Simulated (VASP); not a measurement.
Data:

```
MgSe
1.0
    0.00000     2.75210     2.75210
    2.75210     0.00000     2.75210
    2.75210     2.75210     0.00000
Mg Se
1 1
Direct
  0.00000   0.00000   0.00000
  0.50000   0.50000   0.50000
```

These are PBE GGA, VASP's PBE PAW potentials (set 64) (plane waves; VASP 6.6.1) values and carry that method's errors. Settings: 520 eV cut-off, 9×9×9 Γ-centred mesh, tetrahedra with Blöchl corrections, potentials Mg Se.

Problem. Estimate the energy per atom (σ→0).

Solution. 
```
Property                        Value
---------------------  --------------
energy per atom (σ→0)  -3.745 eV/atom
```

Total energies compare only between runs with the same potentials, cut-off and functional.

The compound is MgSe in the rock salt structure. It was relaxed first.
